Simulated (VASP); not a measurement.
**The low-index faces of Sc**

Aim: compare the low-index faces of Sc at one level of theory.

Method: PBEsol; plane waves and PAW (Sc_sv), in VASP 6.6.1.

## Step 1: The structure

It takes space group P6_3/mmc (No. 194, hexagonal). The conventional cell has a = 3.310 Å, b = 3.310 Å, c = 5.276 Å, α = 90.00°, β = 90.00°, γ = 120.00°. Sc has 12 Sc at 3.26 to 3.31 Å nearest.

## Step 2: The bulk reference, job relaxation, k-mesh 13×13×8

The bulk crystal is relaxed first, so that the slabs are cut at this functional's lattice.

INCAR reads:

```
SYSTEM = Sc
PREC = Accurate
ENCUT = 420
EDIFF = 1E-06
NELM = 120
ISMEAR = 1
SIGMA = 0.15
LREAL = .FALSE.
ALGO = Normal
GGA = PS
NBANDS = 17
LASPH = .TRUE.
LORBIT = 11
LWAVE = .FALSE.
LCHARG = .FALSE.
KPAR = 4
IBRION = 2
NSW = 30
ISIF = 3
EDIFFG = -0.01
POTIM = 0.4
```

POSCAR reads:

```
Sc
1.0
    3.3100000000      0.0000000000      0.0000000000
   -1.6550000000      2.8665440865      0.0000000000
    0.0000000000      0.0000000000      5.2761400000
Sc
2
Direct
    0.0000000000      0.0000000000      0.0000000000
    0.3333333333      0.6666666667      0.5000000000
```

KPOINTS reads:

```
Automatic mesh
0
Gamma
13 13 8
0 0 0
```

Potentials, in the order of the species: Sc_sv (PBE family, release 64).

Launch:

```sh
mpirun -np 4 vasp_std
```

Output:

```text
[banner, memory and clock lines left out]
running    4 mpi-ranks, on    1 nodes
 distrk:  each k-point on    1 cores,    4 groups
 distr:  one band on    1 cores,    1 groups

 POSCAR found type information on POSCAR Sc
 POSCAR found :  1 types and       2 ions
|                                                                             |
|               ----> ADVICE to this user running VASP <----                  |
|                                                                             |
|     You enforced a specific xc type in the INCAR file but a different       |
|     [... a line on the potential file left out ...]
|     I HOPE YOU KNOW WHAT YOU ARE DOING!                                     |
|                                                                             |

 LDA part: xc-table for (Slater+PW92), standard interpolation
 POSCAR, INCAR and KPOINTS ok, starting setup
 FFT: planning ... GRIDC
 FFT: planning ... GRID_SOFT
 FFT: planning ... GRID
 WAVECAR not read
 entering main loop
       N       E                     dE             d eps       ncg     rms          rms(c)
DAV:   1     0.262637107339E+03    0.26264E+03   -0.94102E+03  3578   0.115E+03
DAV:   2    -0.204159752685E+01   -0.26468E+03   -0.26124E+03  4226   0.544E+02
DAV:   3    -0.145820243409E+02   -0.12540E+02   -0.12113E+02  5793   0.129E+02
DAV:   4    -0.147780329877E+02   -0.19601E+00   -0.19551E+00  5149   0.155E+01
DAV:   5    -0.147820966816E+02   -0.40637E-02   -0.40632E-02  6028   0.217E+00    0.781E+00
DAV:   6    -0.133686116431E+02    0.14135E+01   -0.32394E+00  4612   0.205E+01    0.228E+00
DAV:   7    -0.131919633975E+02    0.17665E+00   -0.79086E-01  4729   0.912E+00    0.876E-01
DAV:   8    -0.131805612293E+02    0.11402E-01   -0.36887E-02  4869   0.254E+00    0.282E-01
DAV:   9    -0.131784567823E+02    0.21044E-02   -0.11229E-02  4817   0.111E+00    0.200E-02
DAV:  10    -0.131784770181E+02   -0.20236E-04   -0.11922E-04  5861   0.154E-01    0.888E-03
DAV:  11    -0.131784743291E+02    0.26890E-05   -0.39343E-06  4077   0.183E-02    0.267E-03
DAV:  12    -0.131784758553E+02   -0.15262E-05   -0.77955E-07  3634   0.115E-02    0.813E-04
DAV:  13    -0.131784758278E+02    0.27548E-07   -0.84687E-08  2838   0.499E-03
   1 F= -.13178476E+02 E0= -.13177513E+02  d E =-.131785E+02
 curvature:   0.00 expect dE= 0.000E+00 dE for cont linesearch  0.000E+00
 trial: gam= 0.00000 g(F)=  0.387E-47 g(S)=  0.538E-01 ort = 0.000E+00 (trialstep = 0.100E+01)
 search vector abs. value=  0.538E-01
 bond charge predicted
       N       E                     dE             d eps       ncg     rms          rms(c)
DAV:   1    -0.138282897711E+02   -0.64981E+00   -0.18674E+01  4410   0.630E+01    0.545E+00
DAV:   2    -0.132696096073E+02    0.55868E+00   -0.15005E+00  4533   0.155E+01    0.171E+00
DAV:   3    -0.132106599425E+02    0.58950E-01   -0.28406E-01  5034   0.624E+00    0.736E-01
DAV:   4    -0.132091124228E+02    0.15475E-02   -0.14026E-02  5769   0.145E+00    0.163E-01
DAV:   5    -0.132086702869E+02    0.44214E-03   -0.29162E-03  5026   0.662E-01    0.233E-02
DAV:   6    -0.132086692781E+02    0.10088E-05   -0.10121E-04  6118   0.149E-01    0.572E-03
DAV:   7    -0.132086696791E+02   -0.40100E-06   -0.32532E-06  4606   0.233E-02
   2 F= -.13208670E+02 E0= -.13207818E+02  d E =-.301939E-01
[...]
3 F= -.13208976E+02 E0= -.13208140E+02  d E =-.305000E-01
[...]
4 F= -.13210421E+02 E0= -.13209573E+02  d E =-.144504E-02
 trial-energy change:   -0.001445  1 .order   -0.001450   -0.001892   -0.001008
 step:   2.2734(harm=  2.1859)  dis= 0.00000  next Energy=   -13.211030 (dE=-0.205E-02)
 bond charge predicted
       N       E                     dE             d eps       ncg     rms          rms(c)
DAV:   1    -0.132154228529E+02   -0.50023E-02   -0.54849E-01  3744   0.147E+01    0.529E-01
DAV:   2    -0.132133269509E+02    0.20959E-02   -0.38995E-02  5334   0.290E+00    0.319E-01
DAV:   3    -0.132110263997E+02    0.23006E-02   -0.68158E-03  6672   0.109E+00    0.534E-02
DAV:   4    -0.132109879804E+02    0.38419E-04   -0.42225E-04  5254   0.285E-01    0.273E-02
DAV:   5    -0.132109821764E+02    0.58041E-05   -0.18025E-05  4933   0.681E-02    0.972E-03
DAV:   6    -0.132109824195E+02   -0.24317E-06   -0.24600E-06  3667   0.236E-02
   5 F= -.13210982E+02 E0= -.13210213E+02  d E =-.200664E-02
 curvature:  -1.12 expect dE=-0.711E-05 dE for cont linesearch -0.451E-05
 trial: gam= 0.00000 g(F)=  0.825E-51 g(S)=  0.633E-05 ort =-0.877E-04 (trialstep = 0.127E+01)
 search vector abs. value=  0.633E-05
 reached required accuracy - stopping structural energy minimisation
```

Elapsed: 43 s, on 4 MPI ranks of Intel Xeon Platinum 8259CL at 2.50GHz (Skylake/Cascade Lake), shared host; peak memory 0.75 GiB.

The logs omit lines about the potential files and the build; timing stands in the text.

From OUTCAR (step 2):

```text
ion  position               nearest neighbor table
   1  0.000  0.000  0.000-   2 3.26   2 3.26   2 3.26   2 3.26   2 3.26   2 3.26
   2  0.333  0.667  0.500-   1 3.26   1 3.26   1 3.26   1 3.26   1 3.26   1 3.26

  LATTYP: Found a hexagonal cell.
 ALAT       =     3.3100000000
 C/A-ratio  =     1.5940000000

 Subroutine GETGRP returns: Found 24 space group operations
 (whereof 12 operations were pure point group operations)

The static configuration has the point symmetry D_3h.
 The point group associated with its full space group is D_6h.

 Found    105 irreducible k-points:

   k-points           NKPTS =    105   k-points in BZ     NKDIM =    105   number of bands    NBANDS=     17

   dimension x,y,z NGX =    24 NGY =   24 NGZ =   36
   dimension x,y,z NGXF=    48 NGYF=   48 NGZF=   72

   ENCUT  =  420.0 eV  30.87 Ry    5.56 a.u.   5.53  5.53  8.82*2*pi/ulx,y,z

   NELECT =      22.0000    total number of electrons

 k-points in reciprocal lattice and weights: Automatic mesh
   0.00000000  0.00000000  0.00000000       0.001
   0.07692308  0.00000000  0.00000000       0.004
   0.15384615  0.00000000  0.00000000       0.004
   0.23076923  0.00000000  0.00000000       0.004
   0.30769231  0.00000000  0.00000000       0.004
   0.38461538  0.00000000  0.00000000       0.004
   0.46153846  0.00000000  0.00000000       0.004
   0.07692308  0.07692308  0.00000000       0.004
   0.15384615  0.07692308  0.00000000       0.009
[...]
0.38461538  0.23076923  0.50000000       0.004
   0.30769231  0.30769231  0.50000000       0.004

 average (electrostatic) potential at core
       1 -46.7170       2 -46.7170

 E-fermi :   3.8184

 k-point     1 :       0.0000    0.0000    0.0000
  band No.  band energies     occupation
    ...
      6     -23.7594      2.00000
      7     -23.7594      2.00000
      8     -23.7228      2.00000
      9      -1.3919      2.00000
     10       2.1269      2.00000
     11       4.5908     -0.00000
     12       5.4507     -0.00000
     13       5.4507     -0.00000
     14       5.7709     -0.00000
     15       5.9394     -0.00000
    ...

 k-point     2 :       0.0769    0.0000    0.0000
  band No.  band energies     occupation
    ...
      6     -23.7773      2.00000
      7     -23.7614      2.00000
      8     -23.7271      2.00000
      9      -1.2583      2.00000
     10       2.2371      2.00000
     11       4.4562     -0.00000
     12       5.2098     -0.00000
     13       5.5493     -0.00000
     14       5.8485     -0.00000
     15       5.9491     -0.00000
    ...

 k-point     3 :       0.1538    0.0000    0.0000
  band No.  band energies     occupation
    ...
      6     -23.8260      2.00000
      7     -23.7674      2.00000
      8     -23.7403      2.00000
      9      -0.8693      2.00000
     10       2.5359      2.00000
     11       4.1378     -0.01030
     12       4.7877     -0.00000
     13       5.6360     -0.00000
     14       5.8369     -0.00000
     15       5.8789     -0.00000
    ...

  Total       -0.0125401     -0.0125401      0.0036681      0.0000000      0.0000000     -0.0000000
  in kB       -0.4250972     -0.4250972      0.1243463      0.0000000      0.0000000     -0.0000000
  external PRESSURE =      -0.2419494 kB  Pullay stress =       0.0000000 kB

  energy-cutoff  :      420.00
  volume of cell :       47.26
      direct lattice vectors                 reciprocal lattice vectors
     3.279203913  0.000000000 -0.000000000     0.304952063  0.176064156 -0.000000000
    -1.639601957  2.839873893 -0.000000000     0.000000000  0.352128312  0.000000000
     0.000000000  0.000000000  5.075232644     0.000000000  0.000000000  0.197035303

 POSITION                                       TOTAL-FORCE (eV/Angst)
 -----------------------------------------------------------------------------------
      0.00000      0.00000     -0.00000        -0.000000      0.000000     -0.000000
     -0.00000      1.89325      2.53762         0.000000      0.000000      0.000000
 -----------------------------------------------------------------------------------
    total drift:                                0.000000     -0.000000     -0.000000

  FREE ENERGIE OF THE ION-ELECTRON SYSTEM (eV)
  ---------------------------------------------------
  free  energy   TOTEN  =       -13.2109824195 eV

  energy  without entropy=      -13.2086755180  energy(sigma->0) =      -13.21021345

 reached required accuracy - stopping structural energy minimisation

 total charge
# of ion       s       p       d       tot
------------------------------------------
    1        2.285   6.109   1.034   9.427
    2        2.285   6.109   1.034   9.427
--------------------------------------------------
tot          4.569  12.218   2.067  18.854

[... 3 further parts left out ...]
```

CONTCAR:

```
Sc
   1.00000000000000
     3.2792039133887543    0.0000000000000000   -0.0000000000000000
    -1.6396019566943771    2.8398738931582725   -0.0000000000000000
     0.0000000000000000    0.0000000000000000    5.0752326435972241
  Sc
     2
Direct
     0.0000000000000000    0.0000000000000000    0.0000000000000000
     0.3333333332999970    0.6666666667000030    0.5000000000000000
```

The PAW data sets were made with PBE, which is usual practice but a small mismatch for other functionals. The run keeps the 24 symmetry operations of its start, so it cannot find a distortion of lower symmetry.

Step by step:

```
step  energy less that of the first step (eV)  largest force (eV/Å)  pressure (GPa)  volume (Å³)
   1                                   0.0000                0.0000           -2.96        50.06
   2                                  -0.0302                0.0000           -0.17        47.43
   3                                  -0.0305                0.0000            0.17        47.15
   4                                  -0.0319                0.0000            0.08        47.20
   5                                  -0.0325                0.0000           -0.02        47.26
```

```
conventional cell, symmetrised  before  after  change
                         a (Å)   3.310  3.279  -0.9 %
                         b (Å)   3.310  3.279  -0.9 %
                         c (Å)   5.276  5.075  -3.8 %
              volume (Å³/atom)   25.03  23.63  -5.6 %
```

The relaxed structure:

```xyz
2
Lattice="3.2792 0.0000 0.0000 -1.6396 2.8399 0.0000 0.0000 0.0000 5.0752" Properties=species:S:1:pos:R:3 pbc="T T T"
Sc    0.0000    0.0000    0.0000
Sc    0.0000    1.8932    2.5376
```

Numbers from this step:

```
electronic cycles       : 38
electrons               : 22
free energy (TOTEN)     : -13.21 eV
energy at zero smearing : -13.21 eV
Fermi energy            : 3.818 eV
metallic                : yes
```

The run ended after 5 ionic steps, 0.033 eV below its first step, once forces and stress met EDIFFG = -0.01.

Energy at zero smearing: -13.21021 eV.

## Step 3: The bulk reference, job self-consistent run, k-mesh 16×16×9

INCAR reads:

```
SYSTEM = Sc
PREC = Normal
ENCUT = 320
EDIFF = 1E-06
NELM = 120
ISMEAR = 1
SIGMA = 0.15
LREAL = .FALSE.
ALGO = Fast
GGA = PS
NBANDS = 17
LASPH = .TRUE.
LORBIT = 11
LWAVE = .FALSE.
LCHARG = .FALSE.
KPAR = 4
```

POSCAR reads:

```
Sc
1.0
    3.2792039134      0.0000000000      0.0000000000
   -1.6396019567      2.8398738932      0.0000000000
    0.0000000000      0.0000000000      5.0752326436
Sc
2
Direct
    0.0000000000      0.0000000000      0.0000000000
    0.3333333333      0.6666666667      0.5000000000
```

KPOINTS reads:

```
Automatic mesh
0
Gamma
16 16 9
0 0 0
```

Launch:

```sh
mpirun -np 4 vasp_std
```

Output:

```text
[banner, memory and clock lines left out]
running    4 mpi-ranks, on    1 nodes
 distrk:  each k-point on    1 cores,    4 groups
 distr:  one band on    1 cores,    1 groups

 POSCAR found type information on POSCAR Sc
 POSCAR found :  1 types and       2 ions
 [... a notice as in an earlier step ...]

 LDA part: xc-table for (Slater+PW92), standard interpolation
 POSCAR, INCAR and KPOINTS ok, starting setup
 FFT: planning ... GRIDC
 FFT: planning ... GRID_SOFT
 FFT: planning ... GRID
 WAVECAR not read
 entering main loop
       N       E                     dE             d eps       ncg     rms          rms(c)
DAV:   1     0.203009282144E+03    0.20301E+03   -0.86470E+03  5332   0.961E+02
DAV:   2    -0.715803692312E+01   -0.21017E+03   -0.20823E+03  6021   0.510E+02
DAV:   3    -0.145868191452E+02   -0.74288E+01   -0.71755E+01  8373   0.954E+01
DAV:   4    -0.146958333209E+02   -0.10901E+00   -0.10864E+00  7382   0.113E+01
DAV:   5    -0.146978622921E+02   -0.20290E-02   -0.20286E-02  8774   0.145E+00    0.820E+00
RMM:   6    -0.133177411770E+02    0.13801E+01   -0.19112E+00  5291   0.186E+01    0.273E+00
RMM:   7    -0.132286917408E+02    0.89049E-01   -0.35045E+00  6664   0.144E+01    0.140E+00
RMM:   8    -0.132042065401E+02    0.24485E-01   -0.20226E-01  5618   0.517E+00    0.540E-01
RMM:   9    -0.132102243602E+02   -0.60178E-02   -0.10890E-01  7060   0.199E+00    0.140E-01
RMM:  10    -0.132112587266E+02   -0.10344E-02   -0.18045E-02  7182   0.860E-01    0.554E-02
RMM:  11    -0.132115876748E+02   -0.32895E-03   -0.41116E-03  7518   0.460E-01    0.274E-02
RMM:  12    -0.132116873949E+02   -0.99720E-04   -0.10492E-03  7821   0.208E-01    0.750E-03
RMM:  13    -0.132117232583E+02   -0.35863E-04   -0.32667E-04  7755   0.119E-01    0.109E-02
RMM:  14    -0.132117311494E+02   -0.78910E-05   -0.71253E-05  6884   0.475E-02    0.137E-02
RMM:  15    -0.132117275848E+02    0.35646E-05   -0.20590E-05  6109   0.277E-02    0.879E-03
RMM:  16    -0.132117249971E+02    0.25877E-05   -0.74801E-06  5811   0.241E-02    0.511E-03
RMM:  17    -0.132117247227E+02    0.27435E-06   -0.22394E-06  5424   0.121E-02
   1 F= -.13211725E+02 E0= -.13211462E+02  d E =-.788709E-03
```

Wall time 11 s (4 MPI ranks); peak memory 0.59 GiB; 36 s of CPU time.

Parts of OUTCAR (step 3):

```text
  LATTYP: Found a hexagonal cell.
 ALAT       =     3.2792039134
 C/A-ratio  =     1.5477026674

 Found    150 irreducible k-points:

   k-points           NKPTS =    150   k-points in BZ     NKDIM =    150   number of bands    NBANDS=     17

   dimension x,y,z NGX =    14 NGY =   14 NGZ =   24
   dimension x,y,z NGXF=    28 NGYF=   28 NGZF=   48

   ENCUT  =  320.0 eV  23.52 Ry    4.85 a.u.   4.78  4.78  7.40*2*pi/ulx,y,z

   NELECT =      22.0000    total number of electrons

 E-fermi :   3.8217

 k-point     1 :       0.0000    0.0000    0.0000
  band No.  band energies     occupation
    ...
      6     -23.7608      2.00000
      7     -23.7608      2.00000
      8     -23.7228      2.00000
      9      -1.3914      2.00000
     10       2.1278      2.00000
     11       4.5928     -0.00000
     12       5.4514     -0.00000
     13       5.4514     -0.00000
     14       5.7719     -0.00000
     15       5.9395     -0.00000
    ...

 k-point     2 :       0.0625   -0.0000    0.0000
  band No.  band energies     occupation
    ...
      6     -23.7726      2.00000
      7     -23.7621      2.00000
      8     -23.7256      2.00000
      9      -1.3030      2.00000
     10       2.2011      2.00000
     11       4.5020     -0.00000
     12       5.2777     -0.00000
     13       5.5165     -0.00000
     14       5.8725     -0.00000
     15       5.9098     -0.00000
    ...

  Total       -0.1184904     -0.1184904     -0.0988444      0.0000000     -0.0000000     -0.0000000
  in kB       -4.0167093     -4.0167093     -3.3507279      0.0000000     -0.0000000     -0.0000000
  external PRESSURE =      -3.7947155 kB  Pullay stress =       0.0000000 kB

  energy-cutoff  :      320.00
  volume of cell :       47.26
      direct lattice vectors                 reciprocal lattice vectors
     3.279203913  0.000000000  0.000000000     0.304952063  0.176064156  0.000000000
    -1.639601957  2.839873893  0.000000000     0.000000000  0.352128312  0.000000000
     0.000000000  0.000000000  5.075232644     0.000000000  0.000000000  0.197035303

 POSITION                                       TOTAL-FORCE (eV/Angst)
 -----------------------------------------------------------------------------------
      0.00000      0.00000      0.00000        -0.000000      0.000000      0.000000
     -0.00000      1.89325      2.53762         0.000000      0.000000      0.000000
 -----------------------------------------------------------------------------------
    total drift:                                0.000001     -0.000000     -0.000000

  FREE ENERGIE OF THE ION-ELECTRON SYSTEM (eV)
  ---------------------------------------------------
  free  energy   TOTEN  =       -13.2117247227 eV

  energy  without entropy=      -13.2109360135  energy(sigma->0) =      -13.21146182

 total charge
# of ion       s       p       d       tot
------------------------------------------
    1        2.285   6.110   1.032   9.426
    2        2.285   6.110   1.032   9.426
--------------------------------------------------
tot          4.569  12.219   2.064  18.852

[... 2 parts as in an earlier step ...]

[... 7 further parts left out ...]
```

Numbers from this step:

```
electronic cycles : 17
Fermi energy      : 3.822 eV
```

Energy at zero smearing: -13.21146 eV.

The run ends at a pressure of -0.38 GPa.

(Continued in part 2 of 5.)

[Lines on the potential files, build, host, timing and source positions are cut from VASP's logs without a mark.]

[Logs are printed without paths, hosts, clocks, repeated set-up lines and the standing remarks that a program may print on its own settings, such as how far it seeks lower states.]

[Hosts, paths, dates, database ids (printed as entryN), source tags and the programs' standing remarks are cut or masked in the printed files.]

[Runs that stopped without an error message from VASP are left out.]
